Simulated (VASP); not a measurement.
The system is KNaCl2.

```
CELL_PARAMETERS angstrom
0.00000 -2.96797 -2.96797
-2.96797 0.00000 -2.96797
2.96797 2.96797 -5.93593
ATOMIC_POSITIONS crystal
K 0.50000 0.50000 0.50000
Na 0.00000 0.00000 0.00000
Cl 0.75000 0.75000 0.75000
Cl 0.25000 0.25000 0.25000
```

The cell comes from a database or a generator and needn't be the stable form of this composition.

| Property | Result |
| --- | --- |
| Program | VASP 6.6.1 |
| Task | relaxation of cell and atoms |
| Functional | r2SCAN |
| Potentials or basis | VASP PAW PBE potentials, release 64 (K_sv, Na_pv, Cl) |
| Cutoff | 600 eV |
| k mesh | 7 × 7 × 7 |
| Occupations | gaussian, width 0.02 eV |
| Spin | no spin polarisation |

At the start: pressure 0.9 GPa; volume 26.14 Å³/atom.

How do energy, volume and symmetry change on relaxing?

Over 7 steps the energy falls by 36.4 meV/atom and the volume is 26.25 Å³/atom (+0.4 %); space group R-3m (No. 166, to 0.05 Å).

The path:
```csv
step,energy change (eV),largest force (eV/Å),pressure (GPa),volume (Å³)
1,0.0000,0.7279,0.90,104.58
2,-0.0527,0.5586,0.18,106.82
3,-0.0973,0.2765,-0.93,111.20
4,-0.0982,0.2373,-1.08,111.88
5,-0.1291,0.1469,-0.66,108.90
6,-0.1452,0.0213,-0.07,105.50
7,-0.1455,0.0008,0.03,105.00
```

Final structure:
```yaml
crystal:
  lattice:
    - [0.00000, -2.96689, -2.96689]
    - [-2.96689, 0.00000, -2.96689]
    - [2.98706, 2.98706, -5.95395]
  atoms:
    - { symbol: K, position: [0.50000, 0.50000, 0.50000] }
    - { symbol: Na, position: [0.00000, 0.00000, 0.00000] }
    - { symbol: Cl, position: [0.74045, 0.74045, 0.77864] }
    - { symbol: Cl, position: [0.25955, 0.25955, 0.22136] }
```

Caveat: the PAW data sets were made with another functional, which shifts forces and pressure a little.
